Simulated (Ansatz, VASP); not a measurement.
# Cross-check of SmCu5 between VASP and Ansatz, part 2 of 2

Aim: how closely do two programs agree when they are given the same cell, functional and k mesh?

VASP 6.6.1 and Ansatz 0.2.0.

So far: The structure; VASP: single point, PBEsol.

In doubt: a part-filled 4f shell, where there is one, can sit in one of many states, so energies may not be the lowest and differences between runs may mislead; derivatives with an open 4f shell can jump between states, which bears on forces and vibrations.

## (3) Ansatz: single point, PBEsol

Level of this step: Ansatz beside VASP: Kohn-Sham DFT, plane waves, PBEsol (Ansatz).

Ansatz runs on its default PAW (the set named soft_2) files.

The same cell, functional, mesh and smearing now go to Ansatz, which takes its cutoff from its data sets.

The input, input.yaml:

```yaml
crystal:
  lattice:
    - [5.074, 0.0, 0.0]
    - [-2.537, 4.3942128988, 0.0]
    - [0.0, 0.0, 4.099]
  atoms:
    - { symbol: Sm, position: [0.0, 0.0, 0.0], spin: 5.0 }
    - { symbol: Cu, position: [0.0, 0.5, 0.5], spin: -0.6 }
    - { symbol: Cu, position: [0.5, 0.5, 0.5], spin: -0.6 }
    - { symbol: Cu, position: [0.5, 0.0, 0.5], spin: -0.6 }
    - { symbol: Cu, position: [0.6666666667, 0.3333333333, 0.0], spin: 0.6 }
    - { symbol: Cu, position: [0.3333333333, 0.6666666667, 0.0], spin: 0.6 }
hamiltonian:
  xc: pbesol
  pseudopotentials: { kind: paw }
magnetization:
  spin_polarized: true
kpoints:
  mp_grid: { grid: [4, 4, 4] }
scf:
  occupations: { method: gaussian, width: 0.05 }
  n_extra_bands: 11
output:
  forces: true
  stress: true
  eigenvalues: true
```

The run is started by

```console
> ansatz run input.yaml --threads 4 --pin off --max-ram 9216MiB --backend cpu --events-out ev --progress --plain --runs-dir out
```

Numbers of over 12 decimals in the logs are rounded to 6 here.

Output:

```text
Warning: the band count 67 (scf.n_extra_bands) hosts the net moment |M| = 4.4000 μB (N_el = 111) but caps the reachable moment at 2·n_bands − N_el = 23.0000 μB, below the 72 bands that the automatic rule leaves for it — a moment growing past the seed, or the majority channel's smearing tail, pins there with fewer empty majority states than that count leaves; raise or omit scf.n_extra_bands unless the cap is intended
Warning: where an SCF of this run starts from atoms to list the orders of its open shells, Sm (site 0, from 0) starts with 5.22 μB on its 4f shell, in the place of the 5.00 μB that the deck gives it: an open f shell starts with all that it can hold by Hund's first rule. To start from spheres of the given moment, type scf.initial_density.shell_occupations: []
scf.n_extra_bands = 11 over 56 filled bands (N_el = 111.0): the run solves 67 bands
Engine: ansatz 0.2.0, x86_64-unknown-linux-gnu
Pseudopotentials: kind: paw
Pseudopotential: Sm, paw, valence charge 16, recommended cutoff 420 eV (normal), Sm.paw.azcp
Pseudopotential: Cu, paw, valence charge 19, recommended cutoff 420 eV (normal), Cu.paw.azcp
Functional definition: PBEsol
  exchange = pbesol_x
  correlation = pbesol_c
Crystal: 6 atoms, lattice volume = 91.392 Å³
Basis set: ecut = 420 eV, 1807 PW (Γ), exchange–correlation on 72×72×60 points (8 copies of the dense FFT grid, shifted against one another)
Bands: 67, of which v1, the nominal top of the filled ones, is band 56 counted from 1 (55 counted from 0)
Symmetry: 24 space group operations
Space group: P6/mmm (ITA 191), of the structure as read, at distance tolerance 4.5e-5 Å
Magnetic group: BNS 191.233 (UNI 1463), of the structure as read, at distance tolerance 4.5e-5 Å
k-points: 12 of 64
Non-local potential: Sm, projectors of the file, l = 0: 3, l = 1: 2, l = 2: 2, l = 3: 3
Non-local potential: Cu, projectors of the file, l = 0: 3, l = 1: 2, l = 2: 3, l = 3: 1
PAW form: soft (Blöchl's): semilocal exchange-correlation on the pseudo side does not see the compensation charge
PAW frozen core: Sm, regenerated for the run's functional, and the local potential with it (the file was generated under x = pbe(κ = 0.804, μ = 0.219515), c = pbe(β = 0.066725))
PAW frozen core: Cu, regenerated for the run's functional, and the local potential with it (the file was generated under x = pbe(κ = 0.804, μ = 0.219515), c = pbe(β = 0.066725))
PAW one-centre angular grid: Sm, 590 points (default); XC on 64 Gauss nodes
PAW one-centre angular grid: Cu, 590 points (default); XC on 64 Gauss nodes
Initial density: superposition of atomic densities (chi_scale 0.1, normalization cell, long waves kept (reshape's long-wave potential 0.00 eV rms))
Starting moments: Σ|m| = 8 μB on 6 of 6 sites
Initial wavefunctions: pseudopotential atomic-orbital guess
Functional: x = pbesol(κ = 0.804, μ = 0.123457), c = pbesol(β = 0.046)
SCF iter   1: F=—  HF=-41145.459770 eV  |F-HF|=—  |Δ(HF+E_count)|=         —  Δρ=2.73e-1 (↑2.73e-1 ↓2.65e-1)  dr2=2.24e2  dr2_m=5.45e-1  M=5.793 μB ∫|m|=6.482 μB  β_m=0.30  ethr=3.10e-3  ⟨swp⟩=4.1  Hψ=6068  notcnv=0
Mixer restart at iter 1: flushing history
preconditioner: auto → Kerker (q_TF=auto, 2.818 Å⁻¹)  [metal: Δε(μ)=0.006 eV  Ē_g=6.148 eV  σ=0.050 eV  W_gap=0.06  n_scr=26 (ndim 8)  ℏωp=32.3 eV  f_vac=0.000  D(μ)=18.01/eV (n_scr^D=330)]
spin=Collinear: Kerker preconditioning applied to the charge; magnetization (m = ρ↑ − ρ↓) channel mixes plain (no charge-response kernel on spin).
SCF iter   2: F=—  HF=-41097.203615 eV  |F-HF|=—  |Δ(HF+E_count)|=    4.83e1  Δρ=7.35e-2 (↑7.35e-2 ↓6.99e-2)  dr2=7.18e0  dr2_m=6.32e-2  M=5.667 μB ∫|m|=5.888 μB  β_m=0.27  ethr=3.10e-3  ⟨swp⟩=4.0  Hψ=4479  notcnv=0  defer=63
preconditioner: auto → Resta (q_TF=auto, 2.818 Å⁻¹)  ε∞=21.6  [insulator: Δε(μ)=0.134 eV  Ē_g=7.110 eV  σ=0.050 eV  W_gap=0.63  n_scr=26 (ndim 8)  ℏωp=32.3 eV  f_vac=0.000  D(μ)=1.02/eV (n_scr^D=0)  ε∞_Penn≈21.6]
spin=Collinear: Resta preconditioning applied to the charge; magnetization (m = ρ↑ − ρ↓) channel mixes plain (no charge-response kernel on spin).
SCF iter   3: F=—  HF=-41093.093784 eV  |F-HF|=—  |Δ(HF+E_count)|=    4.11e0  Δρ=2.49e-2 (↑2.49e-2 ↓2.42e-2)  dr2=3.11e0  dr2_m=7.67e-2  M=5.916 μB ∫|m|=6.085 μB  β_m=0.38  ethr=3.10e-3  ⟨swp⟩=3.0  Hψ=3448  notcnv=0  defer=80
SCF iter   4: F=—  HF=-41091.092000 eV  |F-HF|=—  |Δ(HF+E_count)|=    2.00e0  Δρ=2.34e-2 (↑2.34e-2 ↓1.93e-2)  dr2=1.91e0  dr2_m=2.56e-2  M=6.017 μB ∫|m|=6.137 μB  β_m=0.35  ethr=2.80e-3  ⟨swp⟩=2.1  Hψ=2747  notcnv=0  defer=82
SCF iter   5: F=—  HF=-41090.127129 eV  |F-HF|=—  |Δ(HF+E_count)|=   9.65e-1  Δρ=1.09e-2 (↑1.09e-2 ↓8.71e-3)  dr2=5.38e-1  dr2_m=1.03e-2  M=6.102 μB ∫|m|=6.166 μB  β_m=0.47  ethr=1.72e-3  ⟨swp⟩=2.4  Hψ=2400  notcnv=0  defer=82
SCF iter   6: F=—  HF=-41089.216021 eV  |F-HF|=—  |Δ(HF+E_count)|=   9.11e-1  Δρ=1.04e-2 (↑9.84e-3 ↓1.04e-2)  dr2=1.87e-1  dr2_m=1.11e-3  M=6.210 μB ∫|m|=6.249 μB  β_m=0.74  ethr=4.84e-4  ⟨swp⟩=2.8  Hψ=3035  notcnv=0  defer=91
SCF iter   7: F=—  HF=-41089.208777 eV  |F-HF|=—  |Δ(HF+E_count)|=         —  Δρ=4.88e-3 (↑4.22e-3 ↓4.88e-3)  dr2=3.83e-2  dr2_m=2.30e-3  M=6.248 μB ∫|m|=6.288 μB  β_m=0.74  ethr=1.68e-4  ⟨swp⟩=2.9  Hψ=2644  notcnv=0  defer=88
Mixer restart at iter 7: flushing history
SCF iter   8: F=—  HF=-41089.188450 eV  |F-HF|=—  |Δ(HF+E_count)|=   2.03e-2  Δρ=3.34e-3 (↑3.34e-3 ↓3.20e-3)  dr2=2.23e-2  dr2_m=7.12e-4  M=6.266 μB ∫|m|=6.299 μB  β_m=0.62  ethr=3.45e-5  ⟨swp⟩=2.9  Hψ=3091  notcnv=0  defer=88
[...]
iteration 10: the lowest order of the open f orbitals that was found in this iteration's bands is taken; the next order that was found lies 33 meV over it there
[...]
SCF iter  32: F=—  HF=-41089.215976 eV  |F-HF|=—  |Δ(HF+E_count)|=   4.46e-9  Δρ=8.13e-7 (↑8.13e-7 ↓1.77e-7)  dr2=4.75e-10  dr2_m=1.42e-10  M=6.292 μB ∫|m|=6.325 μB  β_m=0.83  ethr=4.44e-12  ⟨swp⟩=2.0  Hψ=2473  notcnv=0  defer=72
SCF iter  33: F=-41089.215976 eV  HF=-41089.215976 eV  |F-HF|=7.02e-9  |Δ(HF+E_count)|=  6.48e-10  Δρ=2.60e-6 (↑2.60e-6 ↓1.59e-7)  dr2=6.90e-9  dr2_m=1.38e-9  M=6.292 μB ∫|m|=6.325 μB  ethr=1.00e-12  ⟨swp⟩=6.2  Hψ=5474  notcnv=0
SCF 1 converged in 33 iterations: F = -41089.215976 eV  dr2 = 6.90e-9
  greatest PAW one-centre occupation: 1.000 electrons in one spin orbital (limit 2), on the Cu atom at site 3 (counted from 0), in its partial waves of l = 0
Symmetry: 12 space group operations
k-points: 13 of 64
Initial density: read from a saved state, or passed on in memory by an earlier SCF of this step, an earlier step, the calling program or the single point that the run made first
Starting moments: Σ|m| = 8 μB on 6 of 6 sites; this step starts from the density that it was given
Initial wavefunctions: those read from a saved state, or passed on in memory by an earlier step or the calling program
iter 1 solved again at ethr=6.22e-12 eV; its pass at ethr=9.01e-7 eV (dr2=6.90e-9 eV) is discarded
SCF iter   1: F=—  HF=-41089.215976 eV  |F-HF|=—  |Δ(HF+E_count)|=         —  Δρ=2.60e-6 (↑2.60e-6 ↓1.59e-7)  dr2=6.90e-9  dr2_m=1.38e-9  M=6.292 μB ∫|m|=6.325 μB  ethr=6.22e-12  ⟨swp⟩=1.0  Hψ=7122  notcnv=0
preconditioner: auto → Kerker (q_TF=auto, 2.818 Å⁻¹)  [metal: Δε(μ)=0.010 eV  Ē_g=7.311 eV  σ=0.050 eV  W_gap=0.11  n_scr=26 (ndim 8)  ℏωp=32.3 eV  f_vac=0.003  D(μ)=10.47/eV (n_scr^D=136)]
spin=Collinear: Kerker preconditioning applied to the charge; magnetization (m = ρ↑ − ρ↓) channel mixes plain (no charge-response kernel on spin).
SCF iter   2: F=—  HF=-41089.216101 eV  |F-HF|=—  |Δ(HF+E_count)|=   1.25e-4  Δρ=7.12e-4 (↑7.12e-4 ↓2.79e-4)  dr2=7.34e-4  dr2_m=8.09e-5  M=6.292 μB ∫|m|=6.326 μB  ethr=9.01e-7  ⟨swp⟩=1.5  Hψ=5939  notcnv=0
SCF iter   3: F=—  HF=-41089.216119 eV  |F-HF|=—  |Δ(HF+E_count)|=   1.74e-5  Δρ=1.75e-4 (↑1.75e-4 ↓4.94e-5)  dr2=3.45e-5  dr2_m=5.85e-6  M=6.289 μB ∫|m|=6.322 μB  ethr=9.01e-7  ⟨swp⟩=1.5  Hψ=3605  notcnv=0
SCF iter   4: F=—  HF=-41089.216117 eV  |F-HF|=—  |Δ(HF+E_count)|=   1.29e-6  Δρ=1.83e-5 (↑1.83e-5 ↓2.72e-6)  dr2=3.78e-7  dr2_m=6.15e-8  M=6.290 μB ∫|m|=6.323 μB  ethr=5.38e-8  ⟨swp⟩=1.0  Hψ=3588  notcnv=0
SCF iter   5: F=—  HF=-41089.216117 eV  |F-HF|=—  |Δ(HF+E_count)|=   9.26e-9  Δρ=6.75e-6 (↑6.75e-6 ↓4.52e-7)  dr2=4.72e-8  dr2_m=9.25e-9  M=6.290 μB ∫|m|=6.323 μB  ethr=9.01e-11  ⟨swp⟩=1.5  Hψ=3722  notcnv=0
SCF iter   6: F=-41089.216117 eV  HF=-41089.216117 eV  |F-HF|=5.09e-11  |Δ(HF+E_count)|=   1.22e-9  Δρ=2.06e-7 (↑2.06e-7 ↓8.07e-8)  dr2=4.72e-11  dr2_m=8.81e-12  M=6.290 μB ∫|m|=6.323 μB  ethr=7.61e-11  ⟨swp⟩=1.0  Hψ=3588  notcnv=0
SCF iter   7: F=-41089.216117 eV  HF=-41089.216117 eV  |F-HF|=6.55e-11  |Δ(HF+E_count)|=  7.28e-12  Δρ=2.10e-7 (↑2.10e-7 ↓8.14e-8)  dr2=4.83e-11  dr2_m=9.25e-12  M=6.290 μB ∫|m|=6.323 μB  ethr=1.00e-12  ⟨swp⟩=1.9  Hψ=3873  notcnv=0
SCF 2 converged in 7 iterations: F = -41089.216117 eV  dr2 = 4.83e-11
an SCF along what the orbitals of the run's state read of its open shells (or to have them read: on a GPU, or by another smearing), with 12 of the crystal's symmetry operations given up (13 k-points in place of 12), reached no lower state that the run goes on to. This is no proof of a minimum
SCF converged after 33 iterations
Magnetization: 6.2917 μB (58.6459 up, 52.3541 down)
Absolute magnetization: 6.3356 μB (∫|ρ↑−ρ↓|, with the PAW one-centre terms)
Spin contamination: 0.0517 ħ² per cell (⟨S²⟩ above its minimum at these occupations)
Per-site moments (μB) at R_I (Å): [(5.577764, 1.208409), (0.059287, 1.039132), (0.059287, 1.039132), (0.059287, 1.039132), (0.016506, 1.039132), (0.016506, 1.039132)]
Free energy (F): -41089.215976 eV
Harris-Foulkes:  -41089.215976 eV  (|F-HF|=7.02e-9)
Internal energy: -41089.202885 eV  (E = F + TS)
E sigma→0 (E₀):  -41089.209430 eV
Entropy (-TS):   -0.013092 eV (-2.182 meV/atom)
Fermi energy:    15.045740 eV
--- Per-component energies (eV) ---
  E_band       = -1922.913108
  E_kinetic    = 1837.951947
  E_local      = -24700.069212  (includes V_loc(G=0)·N_el)
  E_nonlocal   = 2350.153613
  E_hartree    = 10905.951435
  E_xc         = -620.998940
  E_vxc        = -770.095054  (∫ρ·V_xc dr)
  E_paw        = -14252.020273  (= ΣΔE_a)
  E_vpaw       = -2452.756475  (= ΣTr[D̂ρ^β])
  E_aug_tail   = 0.001245  (compensation charges beyond the density's cutoff)
  E_ewald      = -16611.715470
  E_core_change = 1.542769  (= ΣΔE_core)
  E_smearing   = -0.013092  (= −TS)
  E_closure    = -0.000000  (closes the sum)
  Σ components = -41089.215976   (vs F -41089.215976, Δ=0.00e0)
--- Forces (eV/Å), atoms counted from 1 ---
  atom   1  Sm     0.00000000     0.00000000     0.00000000
  atom   2  Cu    -0.00000000     0.00000000     0.00000000
  atom   3  Cu    -0.00000000     0.00000000     0.00000000
  atom   4  Cu     0.00000000    -0.00000000     0.00000000
  atom   5  Cu     0.00000000    -0.00000000     0.00000000
  atom   6  Cu    -0.00000000     0.00000000     0.00000000
  max |Σ_I F_I| component: 2.31e-18 eV/Å
--- Stress (GPa, compression-positive) ---
       -3.627857       0.000000       0.000000
        0.000000      -3.627857       0.000000
        0.000000       0.000000      -4.023331
  P = ⅓ Tr σ = -3.7597 GPa (-37.597 kbar)
--- Band table (eV; the first three rows and the last of 24) ---
  k-point 0 ↑: bands = [... 52 lower, 14.8747, 14.8747, 14.8770, 14.8770, 14.9782, 14.9782, 15.0224, 15.3402, ... 7 higher]
  k-point 1 ↑: bands = [... 52 lower, 14.7613, 14.7613, 14.7651, 14.8786, 14.8786, 14.9112, 14.9112, 15.0355, ... 7 higher]
  k-point 2 ↑: bands = [... 52 lower, 14.3371, 14.7102, 14.7118, 14.7479, 14.8802, 14.8802, 15.0484, 15.0702, ... 7 higher]
  k-point 11 ↓: bands = [... 52 lower, 14.3268, 15.4158, 15.5445, 17.3969, 18.5239, 18.5734, 18.5946, 18.6206, ... 7 higher]
```

Run time: 29 s. Hardware: 4 threads of AMD EPYC 7B13 (Zen 3), shared host; peak memory 0.99 GiB.

Reading the cycles: dr2 is the Hartree energy of the density residual (eV), the measure of convergence; HF is the Harris–Foulkes estimate of the energy, which meets the free energy F at convergence.

The run ends at a pressure of -3.76 GPa.

## (4) Differences

Known differences besides the PAW data sets themselves: the data sets hold 111 valence electrons in Ansatz (default PAW (the set named soft_2) files) and 71 in VASP; the cutoff is 420 eV in Ansatz and 410 eV in VASP; Ansatz makes its cores anew for this functional, VASP keeps those of its PBE data sets; site moments are counted in spheres of each program's own size. Total energies have different zeros and are not compared.

Both answers:

| quantity | Ansatz | VASP | difference |
| --- | --- | --- | --- |
| pressure (GPa) | -3.76 | -3.99 | +0.23 |
| total moment (μB) | 6.29 | 6.29 | 0.00 |
| moment on Sm1 (μB) | 5.58 | 5.46 | +0.11 |
| moment on Cu2 (μB) | 0.06 | 0.06 | 0.00 |
| moment on Cu3 (μB) | 0.06 | 0.06 | 0.00 |
| moment on Cu4 (μB) | 0.06 | 0.06 | 0.00 |

Ansatz's pressure holds a Pulay correction of 0.08 GPa; VASP's holds none.

## (5) What came out

| Property | Result |
| --- | --- |
| difference in moment on Sm1 (single point, PBEsol) | 0.11 μB |

In words: The difference in moment on Sm1 is 0.11 μB (single point, PBEsol). How closely two codes agree says nothing of how well the functional describes the real material.

[Lines on the potential files, build, host, timing and source positions are cut from VASP's logs without a mark.]

[Logs are printed without paths, hosts, clocks, repeated set-up lines and the standing remarks that a program may print on its own settings, such as how far it seeks lower states.]

[Hosts, paths, dates, database ids (printed as entryN), source tags and the programs' standing remarks are cut or masked in the printed files.]
